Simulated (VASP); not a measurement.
# In2Co3S2: a series over U

What does DFT+U do to In2Co3S2? The start is a cell from a database of measured crystal structures.

Calculated with VASP 6.6.1; LDA, spin-polarised from a ferromagnetic start; plane waves and PAW (In_d, Co, S), in the first sound run; inputs show where later runs differ.

## 1. The starting structure

It takes space group R-3m (No. 166, trigonal). Conventional cell: a = 5.317 Å, b = 5.317 Å, c = 13.666 Å, α = 90.00°, β = 90.00°, γ = 120.00°. Nearest to In lie 6 Co at 2.66 Å and 2 S at 3.02 Å. In has 6 Co at 2.75 Å and 6 S at 3.16 Å nearest. Nearest to Co lie 2 S at 2.17 Å. S has 3 Co at 2.17 Å and 4 In at 3.02 to 3.16 Å nearest. Farther neighbours and most contacts between anions are not listed.

As a file:

```cif
data_structure
_symmetry_space_group_name_H-M 'R-3m:H'
_symmetry_Int_Tables_number 166
_cell_length_a 5.3170
_cell_length_b 5.3170
_cell_length_c 13.6659
_cell_angle_alpha 90.000
_cell_angle_beta 90.000
_cell_angle_gamma 120.000
_cell_volume 334.58
loop_
_atom_site_label
_atom_site_type_symbol
_atom_site_symmetry_multiplicity
_atom_site_Wyckoff_symbol
_atom_site_fract_x
_atom_site_fract_y
_atom_site_fract_z
_atom_site_occupancy
In1 In 3 b 0.66667 0.33333 0.83333 1
In2 In 3 a 0.00000 0.00000 0.00000 1
Co1 Co 9 d 0.66667 0.83333 0.83333 1
S1 S 6 c 0.33333 0.66667 0.94567 1
```

## 2. Series over U, start order fm, U 0

U penalises partly filled orbitals; repeating the run over U shows how far moments and gap depend on it.

INCAR

```
SYSTEM = In2Co3S2
PREC = Normal
ENCUT = 350
EDIFF = 1E-06
NELM = 150
ISMEAR = 0
SIGMA = 0.05
LREAL = .FALSE.
ALGO = Normal
GGA = CA
NBANDS = 44
ISPIN = 2
MAGMOM = 0 0 2 2 2 0 0
LMAXMIX = 4
LORBIT = 11
LWAVE = .FALSE.
LCHARG = .FALSE.
KPAR = 2
AMIX = 0.2
BMIX = 1E-04
AMIX_MAG = 0.8
BMIX_MAG = 1E-04
NEDOS = 1200
LASPH = .TRUE.
```

POSCAR

```
In2Co3S2
1.0
    2.6584946312      1.5348825910      4.5552924536
   -2.6584946312      1.5348825910      4.5552924536
    0.0000000000     -3.0697651819      4.5552924536
In Co S
2 3 2
Direct
    0.5000000000      0.5000000000      0.5000000000
    0.0000000000      0.0000000000      0.0000000000
    0.5000000000      0.0000000000      0.0000000000
    0.0000000000      0.5000000000      0.0000000000
    0.0000000000      0.0000000000      0.5000000000
    0.2790000000      0.2790000000      0.2790000000
    0.7210000000      0.7210000000      0.7210000000
```

KPOINTS

```
Automatic mesh
0
Gamma
4 4 4
0 0 0
```

PAW data sets: In_d, Co and S (LDA family, release 64).

Started as:

```sh
$ mpirun -np 2 vasp_std
```

The log of the run:

```text
[banner, memory and clock lines left out]
running    2 mpi-ranks, on    1 nodes
 distrk:  each k-point on    1 cores,    2 groups
 distr:  one band on    1 cores,    1 groups

 POSCAR found type information on POSCAR InCoS
 POSCAR found :  3 types and       7 ions
 LDA part: xc-table for (Slater(with rela. corr.)+CA(PZ))
 , standard interpolation
 POSCAR, INCAR and KPOINTS ok, starting setup
 FFT: planning ... GRIDC
 FFT: planning ... GRID_SOFT
 FFT: planning ... GRID
 WAVECAR not read
 entering main loop
       N       E                     dE             d eps       ncg     rms          rms(c)
DAV:   1     0.547325483717E+03    0.54733E+03   -0.22072E+04  2312   0.146E+03
DAV:   2     0.268258577639E+02   -0.52050E+03   -0.49509E+03  2300   0.393E+02
DAV:   3    -0.415695031737E+02   -0.68395E+02   -0.65231E+02  2516   0.165E+02
DAV:   4    -0.457304203251E+02   -0.41609E+01   -0.40988E+01  2796   0.407E+01
DAV:   5    -0.459167157857E+02   -0.18630E+00   -0.18618E+00  3368   0.822E+00    0.234E+01
DAV:   6    -0.448252396269E+02    0.10915E+01   -0.16267E+01  3016   0.459E+01    0.171E+01
DAV:   7    -0.434115222133E+02    0.14137E+01   -0.38790E+00  2948   0.285E+01    0.116E+01
DAV:   8    -0.431506016037E+02    0.26092E+00   -0.20173E+00  3080   0.131E+01    0.378E+00
DAV:   9    -0.431640839792E+02   -0.13482E-01   -0.37996E-01  2816   0.495E+00    0.254E+00
DAV:  10    -0.431493172988E+02    0.14767E-01   -0.26297E-02  3096   0.151E+00    0.192E+00
DAV:  11    -0.431346448654E+02    0.14672E-01   -0.25837E-02  3156   0.146E+00    0.637E-01
DAV:  12    -0.431348369673E+02   -0.19210E-03   -0.11950E-02  2940   0.751E-01    0.271E-01
DAV:  13    -0.431348023489E+02    0.34618E-04   -0.41972E-04  3056   0.179E-01    0.196E-01
DAV:  14    -0.431347221040E+02    0.80245E-04   -0.15329E-04  3396   0.131E-01    0.916E-02
DAV:  15    -0.431347154393E+02    0.66647E-05   -0.60419E-05  3384   0.641E-02    0.526E-02
DAV:  16    -0.431347153156E+02    0.12370E-06   -0.72339E-06  3040   0.270E-02
   1 F= -.43134715E+02 E0= -.43129923E+02  d E =-.958489E-02  mag=    -0.1996
```

Wall time 25 s (2 MPI ranks of AMD EPYC 9R45, shared host); peak memory 0.33 GiB.

Lines that name or quote the potential files are left out of all logs, and their timing lines are given in words.

Parts of OUTCAR (step 2):

```text
ion  position               nearest neighbor table
   1  0.500  0.500  0.500-   5 2.66   5 2.66   3 2.66   3 2.66   4 2.66   4 2.66   6 3.02   7 3.02
                             2 3.82   2 3.82   2 3.82   2 3.82   2 3.82   2 3.82
   2  0.000  0.000  0.000-   5 2.75   5 2.75   3 2.75   4 2.75   4 2.75   3 2.75   7 3.16   6 3.16
                             7 3.16   6 3.16   7 3.16   6 3.16   1 3.82   1 3.82   1 3.82   1 3.82
   3  0.500  0.000  0.000-   6 2.17   7 2.17   4 2.66   4 2.66   1 2.66   1 2.66   5 2.66   5 2.66
                             2 2.75   2 2.75
   4  0.000  0.500  0.000-   6 2.17   7 2.17   3 2.66   3 2.66   1 2.66   5 2.66   1 2.66   5 2.66
                             2 2.75   2 2.75
   5  0.000  0.000  0.500-   6 2.17   7 2.17   1 2.66   1 2.66   3 2.66   4 2.66   4 2.66   3 2.66
                             2 2.75   2 2.75
   6  0.279  0.279  0.279-   3 2.17   4 2.17   5 2.17   1 3.02   2 3.16   2 3.16   2 3.16
   7  0.721  0.721  0.721-   3 2.17   4 2.17   5 2.17   1 3.02   2 3.16   2 3.16   2 3.16

  LATTYP: Found a trigonal (rhomboedric) cell.
 ALAT       =     5.4931000000
 COS(alpha) =     0.5315464221

 Subroutine GETGRP returns: Found 12 space group operations
 (whereof 12 operations were pure point group operations)

The static configuration has the point symmetry D_3d.

 Found     13 irreducible k-points:

   k-points           NKPTS =     13   k-points in BZ     NKDIM =     13   number of bands    NBANDS=     44

   dimension x,y,z NGX =    28 NGY =   28 NGZ =   28
   dimension x,y,z NGXF=    56 NGYF=   56 NGZF=   56

   ENCUT  =  350.0 eV  25.72 Ry    5.07 a.u.   8.38  8.38  8.38*2*pi/ulx,y,z

   NELECT =      65.0000    total number of electrons

 k-points in reciprocal lattice and weights: Automatic mesh
   0.00000000  0.00000000  0.00000000       0.016
   0.25000000 -0.00000000  0.00000000       0.094
   0.50000000 -0.00000000  0.00000000       0.047
   0.25000000  0.25000000  0.00000000       0.094
   0.50000000  0.25000000  0.00000000       0.188
  -0.25000000  0.25000000  0.00000000       0.094
   0.50000000  0.50000000  0.00000000       0.047
   0.25000000  0.25000000  0.25000000       0.031
   0.50000000  0.25000000  0.25000000       0.094
  -0.25000000  0.25000000  0.25000000       0.094
   0.50000000  0.50000000  0.25000000       0.094
  -0.25000000  0.50000000  0.25000000       0.094
   0.50000000  0.50000000  0.50000000       0.016

 average (electrostatic) potential at core
       1 -91.9683       2 -92.0312       3 -79.5535       4 -79.5535       5 -79.5535
       6 -84.3440       7 -84.3440

 E-fermi :   8.2095

 spin component 1
 k-point     1 :       0.0000    0.0000    0.0000
  band No.  band energies     occupation
    ...
     29       7.4217      1.00000
     30       7.4217      1.00000
     31       7.8109      1.00000
     32       7.9211      1.00000
     33       7.9211      1.00000
     34       8.5577      0.00000
     35       8.8387      0.00000
     36       8.8387      0.00000
     37       9.6106      0.00000
     38       9.7189      0.00000
    ...

 k-point     2 :       0.2500   -0.0000    0.0000
  band No.  band energies     occupation
    ...
     28       7.2307      1.00000
     29       7.5850      1.00000
     30       7.7801      1.00000
     31       7.7919      1.00000
     32       7.9502      1.00000
     33       8.2677      0.04988
     34       8.8660      0.00000
     35       9.0759      0.00000
     36       9.4203      0.00000
     37      10.0759      0.00000
    ...

 k-point     3 :       0.5000   -0.0000    0.0000
  band No.  band energies     occupation
    ...
     28       7.5667      1.00000
     29       7.6586      1.00000
     30       7.6675      1.00000
     31       7.8280      1.00000
     32       7.9126      1.00000
     33       8.7512      0.00000
     34       9.0529      0.00000
     35       9.7179      0.00000
     36       9.8320      0.00000
     37      10.8001      0.00000
    ...

 k-point     4 :       0.2500    0.2500    0.0000
  band No.  band energies     occupation
    ...
     29       7.6962      1.00000
     30       7.7896      1.00000
     31       7.9132      1.00000
     32       7.9908      1.00000
     33       8.0974      0.99924
     34       8.5841      0.00000
     35       9.5325      0.00000
     36      10.1291      0.00000
     37      10.3081      0.00000
     38      11.3670      0.00000
    ...

 k-point     5 :       0.5000    0.2500    0.0000
  band No.  band energies     occupation
    ...
     28       7.2814      1.00000
     29       7.6146      1.00000
     30       7.6927      1.00000
     31       7.8481      1.00000
     32       7.9998      1.00000
     33       8.2672      0.05124
     34       8.7439      0.00000
     35       9.5503      0.00000
     36      10.8661      0.00000
     37      11.0649      0.00000
    ...

 k-point     6 :      -0.2500    0.2500    0.0000
  band No.  band energies     occupation
    ...
     29       7.5574      1.00000
     30       7.7421      1.00000
     31       7.8806      1.00000
     32       8.0180      1.00000
     33       8.1237      0.99238
     34       9.0989      0.00000
     35       9.6122      0.00000
     36       9.8888      0.00000
     37      10.9662      0.00000
     38      11.2244      0.00000
    ...

  Total       -7.1350103     -7.1350103     -8.2201441      0.0000000     -0.0000000      0.0000000
  in kB     -102.5006743   -102.5006743   -118.0895720      0.0000000     -0.0000000      0.0000000
  external PRESSURE =    -107.6969735 kB  Pullay stress =       0.0000000 kB

  energy-cutoff  :      350.00
  volume of cell :      111.53
      direct lattice vectors                 reciprocal lattice vectors
     2.658494631  1.534882591  4.555292454     0.188076363  0.108585939  0.073174958
    -2.658494631  1.534882591  4.555292454    -0.188076363  0.108585939  0.073174958
     0.000000000 -3.069765182  4.555292454     0.000000000 -0.217171877  0.073174958

 POSITION                                       TOTAL-FORCE (eV/Angst)
 -----------------------------------------------------------------------------------
      0.00000      0.00000      6.83294         0.000000     -0.000000     -0.000000
      0.00000      0.00000      0.00000         0.000000     -0.000000     -0.000000
      1.32925      0.76744      2.27765         0.000000     -0.000000     -0.000000
     -1.32925      0.76744      2.27765        -0.000000     -0.000000     -0.000000
      0.00000     -1.53488      2.27765        -0.000000     -0.000000     -0.000000
      0.00000      0.00000      3.81278         0.000000     -0.000000     -1.125792
      0.00000      0.00000      9.85310         0.000000      0.000000      1.125792
 -----------------------------------------------------------------------------------
    total drift:                               -0.000000      0.000000      0.000000

  FREE ENERGIE OF THE ION-ELECTRON SYSTEM (eV)
  ---------------------------------------------------
  free  energy   TOTEN  =       -43.1347153156 eV

  energy  without entropy=      -43.1251304222  energy(sigma->0) =      -43.12992287

 total charge
# of ion       s       p       d       tot
------------------------------------------
    1        0.910   0.664   9.884  11.458
    2        0.898   0.591   9.883  11.372
    3        0.412   0.510   7.465   8.386
    4        0.412   0.510   7.465   8.386
    5        0.412   0.510   7.465   8.386
    6        1.346   2.317   0.000   3.663
    7        1.346   2.317   0.000   3.663
--------------------------------------------------
tot          5.734   7.418  42.163  55.314

 magnetization (x)
# of ion       s       p       d       tot
------------------------------------------
    1       -0.002   0.001  -0.002  -0.003
    2       -0.002  -0.003  -0.000  -0.005
    3       -0.000  -0.002  -0.055  -0.058
    4       -0.000  -0.002  -0.055  -0.058
    5       -0.000  -0.002  -0.055  -0.058
    6       -0.000  -0.003   0.000  -0.003
    7       -0.000  -0.003   0.000  -0.003
--------------------------------------------------
tot         -0.007  -0.015  -0.166  -0.188

[... 6 further parts left out ...]
```

The k-mesh is coarse for a metal.

Numbers from this step:

```
electronic cycles                                 : 16
electrons                                         : 65
free energy (TOTEN)                               : -43.13 eV
energy at zero smearing                           : -43.13 eV
Fermi energy                                      : 8.210 eV
moment of the cell, from the last line of the log : -0.1996 μB
labelled metallic, from the levels on this mesh   : yes
DOS at the Fermi level                            : 6.582 states/eV/cell
```

Spin moment in the PAW sphere by atom:

| atom | spin moment in the PAW sphere (μB) |
| --- | --- |
| In1 | -0.0030 |
| In2 | -0.0050 |
| Co3 | -0.0580 |
| Co4 | -0.0580 |
| Co5 | -0.0580 |
| S6 | -0.0030 |
| S7 | -0.0030 |

The density of states has structure finer than the step of the table below, so its rows give means over 1 eV, whole bins alone (the curve runs from -12.0 to 7.93 eV). Peaks (eV: height): total up -2.0: 7.19, -1.8: 6.08, -1.0: 8.00, -0.4: 9.58; total down -2.1: 6.98, -1.8: 6.28, -1.0: 7.40, -0.5: 9.95; In s up -7.3: 0.863, -7.0: 0.428, -6.5: 0.503, -3.9: 0.523; In s down -7.3: 0.900, -6.7: 0.477, -3.9: 0.442, 1.3: 0.495; In p up 4.5: 0.590, 4.9: 0.617, 5.2: 0.796, 5.5: 0.987.

Means over bins of 0.087 eV. Density of states against energy, zero at the Fermi level; means over each step; 7 of 16 lines; values in states/eV/cell:

| energy (eV) | total up | total down | In s up | In s down | In p up | In p down | Co s up |
| --- | --- | --- | --- | --- | --- | --- | --- |
| -9 | 0 | 0 | 0 | 0 | 0 | 0 | 0 |
| -8 | 0.0507 | 0.0515 | 0.0135 | 0.0137 | 3.6e-5 | 4.9e-5 | 0.00570 |
| -7 | 1.42 | 1.43 | 0.361 | 0.364 | 0.0181 | 0.0184 | 0.126 |
| -6 | 1.07 | 1.07 | 0.0769 | 0.0739 | 0.0412 | 0.0409 | 0.0975 |
| -5 | 1.48 | 1.50 | 0.0793 | 0.0802 | 0.0475 | 0.0479 | 0.103 |
| -4 | 2.52 | 2.54 | 0.226 | 0.228 | 0.0583 | 0.0582 | 0.0782 |
| -3 | 2.18 | 2.18 | 0.0788 | 0.0747 | 0.0775 | 0.0801 | 0.0313 |
| -2 | 3.90 | 4.03 | 0.0234 | 0.0229 | 0.240 | 0.241 | 0.0402 |
| -1 | 4.63 | 4.86 | 0.0155 | 0.0154 | 0.104 | 0.0970 | 0.0254 |
| 0 | 3.98 | 3.65 | 0.0366 | 0.0408 | 0.0549 | 0.0546 | 0.0107 |
| 1 | 1.97 | 1.91 | 0.123 | 0.124 | 0.0690 | 0.0705 | 0.0264 |
| 2 | 0.722 | 0.727 | 0.0446 | 0.0427 | 0.0664 | 0.0691 | 0.00964 |
| 3 | 1.85 | 1.84 | 0.0565 | 0.0572 | 0.289 | 0.290 | 0.0462 |
| 4 | 1.15 | 1.16 | 0.0378 | 0.0376 | 0.256 | 0.260 | 0.0330 |
| 5 | 1.89 | 1.89 | 0.0365 | 0.0359 | 0.455 | 0.460 | 0.109 |
| 6 | 1.24 | 1.22 | 0.0315 | 0.0312 | 0.172 | 0.162 | 0.180 |
| 7 | 1.02 | 1.02 | 0.0181 | 0.0183 | 0.0895 | 0.0889 | 0.158 |

Force by atom:

| atom | x (eV/Å) | y (eV/Å) | z (eV/Å) | size |
| --- | --- | --- | --- | --- |
| In1 | 0.00 | 0.00 | 0.00 | 0.00 |
| In2 | 0.00 | 0.00 | 0.00 | 0.00 |
| Co3 | 0.00 | 0.00 | 0.00 | 0.00 |
| Co4 | 0.00 | 0.00 | 0.00 | 0.00 |
| Co5 | 0.00 | 0.00 | 0.00 | 0.00 |
| S6 | 0.00 | 0.00 | -1.13 | 1.13 |
| S7 | 0.00 | 0.00 | 1.13 | 1.13 |

Energy at zero smearing: -43.12992 eV.

(Continued in part 2 of 3.)

[Lines on the potential files, build, host, timing and source positions are cut from VASP's logs without a mark.]

[Logs are printed without paths, hosts, clocks, repeated set-up lines and the standing remarks that a program may print on its own settings, such as how far it seeks lower states.]

[Hosts, paths, dates, database ids (printed as entryN), source tags and the programs' standing remarks are cut or masked in the printed files.]

[In band tables of VASP the shares of atoms and orbitals are scaled to a sum of 1 inside the atoms' spheres.]

[Runs that stopped without an error message from VASP are left out.]
